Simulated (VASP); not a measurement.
Output of a VASP run:

OSZICAR:
```
       N       E                     dE             d eps       ncg     rms          rms(c)
DAV:   1     0.244920751088E+03    0.24492E+03   -0.15418E+04   736   0.182E+03
DAV:   2    -0.546547060115E+02   -0.29958E+03   -0.28909E+03   816   0.463E+02
DAV:   3    -0.794144099364E+02   -0.24760E+02   -0.24529E+02   822   0.151E+02
DAV:   4    -0.801640373074E+02   -0.74963E+00   -0.74881E+00   798   0.271E+01
DAV:   5    -0.801893766385E+02   -0.25339E-01   -0.25338E-01   910   0.504E+00    0.696E+00
DAV:   6    -0.710734695728E+02    0.91159E+01   -0.60210E+00   924   0.383E+01    0.220E+00
DAV:   7    -0.699224320551E+02    0.11510E+01   -0.14551E+00   730   0.149E+01    0.170E+00
DAV:   8    -0.724938922178E+02   -0.25715E+01   -0.73574E-01   720   0.101E+01    0.793E-01
DAV:   9    -0.694877662875E+02    0.30061E+01   -0.83484E-01   720   0.858E+00    0.107E+00
DAV:  10    -0.701545468430E+02   -0.66678E+00   -0.50712E-01   724   0.611E+00    0.151E-01
DAV:  11    -0.701373111702E+02    0.17236E-01   -0.17986E-02   758   0.155E+00    0.260E-01
DAV:  12    -0.701290521219E+02    0.82590E-02   -0.14280E-02   720   0.102E+00    0.473E-01
DAV:  13    -0.701580522961E+02   -0.29000E-01   -0.22335E-02   720   0.166E+00    0.235E-01
DAV:  14    -0.701598874139E+02   -0.18351E-02   -0.27252E-03   720   0.536E-01    0.140E-01
DAV:  15    -0.701617524732E+02   -0.18651E-02   -0.32889E-04   720   0.189E-01    0.134E-01
DAV:  16    -0.701614860474E+02    0.26643E-03   -0.16943E-03   932   0.315E-01    0.119E-02
DAV:  17    -0.701616708973E+02   -0.18485E-03   -0.10011E-04   720   0.112E-01    0.539E-03
DAV:  18    -0.701616566323E+02    0.14265E-04   -0.88861E-06   794   0.395E-02    0.460E-03
DAV:  19    -0.701616781418E+02   -0.21509E-04   -0.46939E-06   720   0.220E-02    0.225E-03
DAV:  20    -0.701616871970E+02   -0.90553E-05   -0.28625E-06   720   0.214E-02    0.151E-03
DAV:  21    -0.701616873915E+02   -0.19453E-06   -0.86894E-07   696   0.988E-03    0.126E-03
DAV:  22    -0.701616875610E+02   -0.16945E-06   -0.39212E-07   720   0.547E-03    0.172E-03
DAV:  23    -0.701616875841E+02   -0.23112E-07   -0.72182E-08   552   0.321E-03
   1 F= -.70161688E+02 E0= -.70161688E+02  d E =0.000000E+00
       N       E                     dE             ncg
       N       E                     dE             ncg
       N       E                     dE             ncg
```

File OUTCAR:
```
------------------------ aborting loop because EDIFF is reached ----------------------------------------
  FORCE on cell =-STRESS in cart. coord.  units (eV):
  Direction    XX          YY          ZZ          XY          YZ          ZX
  --------------------------------------------------------------------------------------
  Total        0.0158470      0.0158470      0.0158470      0.0000000      0.0000000     -0.0000000
  in kB        0.4899241      0.4899241      0.4899241      0.0000000      0.0000000     -0.0000000
  external PRESSURE =       0.4899241 kB  Pullay stress =       0.0000000 kB
  volume of cell :       51.82
      direct lattice vectors                 reciprocal lattice vectors
     0.000000000  2.959142061  2.959142061    -0.168967893  0.168967893  0.168967893
     2.959142061  0.000000000  2.959142061     0.168967893 -0.168967893  0.168967893
     2.959142061  2.959142061  0.000000000     0.168967893  0.168967893 -0.168967893
 POSITION                                       TOTAL-FORCE (eV/Angst)
 -----------------------------------------------------------------------------------
      0.00000      0.00000      0.00000         0.000000      0.000000      0.000000
      1.47957      1.47957      1.47957         0.000000      0.000000      0.000000
      4.43871      4.43871      4.43871        -0.000000     -0.000000     -0.000000
 -----------------------------------------------------------------------------------
    total drift:                                0.000000     -0.000000      0.000000
  FREE ENERGIE OF THE ION-ELECTRON SYSTEM (eV)
  ---------------------------------------------------
  free  energy   TOTEN  =       -70.1616875841 eV

  energy  without entropy=      -70.1616875841  energy(sigma->0) =      -70.16168758

 total charge

# of ion       s       p       d       tot
------------------------------------------
    1        1.552   0.263   9.861  11.676
    2        1.745   4.356   0.000   6.100
    3        1.745   4.356   0.000   6.100
--------------------------------------------------
tot          5.042   8.974   9.861  23.877
```
(Selected blocks of OUTCAR.)

File POSCAR:
```
PbF2
1
    0.0000000000     2.9591420609     2.9591420609
    2.9591420609     0.0000000000     2.9591420609
    2.9591420609     2.9591420609    -0.0000000000
Pb F
1 2
Direct
  0.0000000000   0.0000000000   0.0000000000
  0.2500000000   0.2500000000   0.2500000000
  0.7500000000   0.7500000000   0.7500000000
```

Q: Reconstruct the remaining input files.

A: This is not unique; one that fits is the input of the run itself, r2SCAN meta-GGA, plane waves, VASP's PBE PAW potentials (set 64).

KPOINTS:
```
Automatic mesh
0
Gamma
7 7 7
0 0 0
```

INCAR:
```
SYSTEM = PbF2
PREC = Accurate
ENCUT = 520
EDIFF = 1E-7
NELM = 100
ALGO = Normal
LREAL = .FALSE.
LASPH = .TRUE.
ISMEAR = -5
METAGGA = R2SCAN
LMIXTAU = .TRUE.
LMAXMIX = 4
LWAVE = .FALSE.
LCHARG = .FALSE.
LORBIT = 11
NEDOS = 601
ISIF = 2
```

**KPOINTS_OPT**
```
k-points along high-symmetry lines
10
Line-mode
Reciprocal
  0.000000   0.000000   0.000000 ! GAMMA
  0.500000   0.000000   0.500000 ! X

  0.500000   0.000000   0.500000 ! X
  0.625000   0.250000   0.625000 ! U

  0.375000   0.375000   0.750000 ! K
  0.000000   0.000000   0.000000 ! GAMMA

  0.000000   0.000000   0.000000 ! GAMMA
  0.500000   0.500000   0.500000 ! L

  0.500000   0.500000   0.500000 ! L
  0.500000   0.250000   0.750000 ! W

  0.500000   0.250000   0.750000 ! W
  0.500000   0.000000   0.500000 ! X
```

POTCAR, in this order: Pb_d F (PBE.64 set). Program: vasp_std.

The compound is PbF2 in the fluorite structure, the β form. It was relaxed first.
